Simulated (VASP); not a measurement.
VASP input:

### INCAR
```
SYSTEM = GaN
PREC = Accurate
ENCUT = 520
EDIFF = 1E-7
NELM = 100
ALGO = Normal
LREAL = .FALSE.
LASPH = .TRUE.
ISMEAR = 0
SIGMA = 0.05
GGA = RP
LMAXMIX = 4
LWAVE = .FALSE.
LCHARG = .FALSE.
ISIF = 4
IBRION = 2
NSW = 30
EDIFFG = -0.01
```

**POSCAR**
```
GaN
1.0
  1.6378455818  -2.8368317222   0.0000000000
  1.6378455818   2.8368317222   0.0000000000
  0.0000000000   0.0000000000   5.3311960924
Ga N
2 2
Direct
  0.6666670000   0.3333330000   0.5000311170
  0.3333330000   0.6666670000   0.0000311170
  0.6666670000   0.3333330000   0.8769688830
  0.3333330000   0.6666670000   0.3769688830
```

File KPOINTS:
```
K-points
0
G
  8 8 4
0 0 0
```

POTCAR, in this order: Ga_d N (PBE.64 set). Program: vasp_std.

Problem. Translate this RPBE calculation to Quantum ESPRESSO's pw.x.

Solution. One equivalent input (not run):
```
&CONTROL
  calculation = 'vc-relax'
  pseudo_dir = './pseudo'
  outdir = './out'
  tprnfor = .true.
  tstress = .true.
  nstep = 30
  forc_conv_thr = 0.00039
/
&SYSTEM
  ibrav = 0
  nat = 4
  ntyp = 2
  ecutwfc = 84
  occupations = 'smearing'
  smearing = 'gaussian'
  degauss = 0.003675
  input_dft = 'rpbe'
/
&ELECTRONS
  conv_thr = 7.3e-09
  electron_maxstep = 100
/
&IONS
/
&CELL
  cell_dofree = 'shape'
/
ATOMIC_SPECIES
  Ga 69.723 Ga.upf
  N 14.007 N.upf
CELL_PARAMETERS angstrom
     1.6378456   -2.8368317    0.0000000
     1.6378456    2.8368317    0.0000000
     0.0000000    0.0000000    5.3311961
ATOMIC_POSITIONS crystal
  Ga   0.6666670  0.3333330  0.5000311
  Ga   0.3333330  0.6666670  0.0000311
  N    0.6666670  0.3333330  0.8769689
  N    0.3333330  0.6666670  0.3769689
K_POINTS automatic
  8 8 4 0 0 0
```
What does not carry over: the potentials are each code's own (VASP's PAW set, PseudoDojo norm-conserving files in pw.x), so ENCUT and ecutwfc are chosen apart and not converted; conv_thr bounds pw.x's estimated SCF error, while EDIFF bounds the energy change between steps; forc_conv_thr acts on force components and is met together with etot_conv_thr.

The compound is GaN in the wurtzite structure. This cell is one point of a volume scan, at 1.03 of the reference volume. Symmetry was kept, so distortions that lower it aren't found.
